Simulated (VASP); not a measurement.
Input:

```
SnO
1.0
    3.84635     0.00000     0.00000
    0.00000     3.84635     0.00000
    0.00000     0.00000     4.77567
Sn O
2 2
Cartesian
  1.92318   0.00000   3.61040
  0.00000   1.92318   1.16527
  1.92318   1.92318   0.00000
  0.00000   0.00000   0.00000
```

The numbers are results of PBEsol GGA, VASP's PBE PAW potentials (set 64) (plane waves; VASP), not measurements. Settings: 520 eV cut-off, 6×6×5 Γ-centred mesh, Gaussian smearing of 0.050 eV, potentials Sn_d O.

Without a dispersion term in the relaxation, distances and binding between the weakly bound layers, chains or molecules are unreliable, and so is what depends on them.

Question: The ions and cell shape at fixed volume are relaxed. Give the cell that the relaxation ends in.

Answer: 
```
SnO
1.0
    3.81903     0.00000     0.00000
    0.00000     3.81903     0.00000
    0.00000     0.00000     4.84424
Sn O
2 2
Cartesian
  1.90952   0.00000   3.68817
  0.00000   1.90952   1.15608
  1.90952   1.90952   4.84424
  0.00000   0.00000   4.84424
```
Space group P4/nmm (129), at a tolerance of 0.03 Å.

Question: How much energy does the relaxation gain?

Answer: The energy (σ→0) changes by -3.0 meV/atom, in 5 ionic steps.

| step | E(σ→0) (eV) | max force (eV/Å) | pressure (GPa) | volume (Å³) |
|---|---|---|---|---|
| 1 | -24.1984 | 0.353 | -2.76 | 70.65 |
| 2 | -24.2074 | 0.088 | -1.64 | 70.65 |
| 3 | -24.2085 | 0.037 | -1.16 | 70.65 |
| 4 | -24.2099 | 0.019 | -1.05 | 70.65 |
| 5 | -24.2105 | 0.004 | -0.90 | 70.65 |

The compound is SnO in the litharge structure. This cell is one point of a volume scan, at 1.03 of the reference volume. Symmetry was kept, so distortions that lower it aren't found.
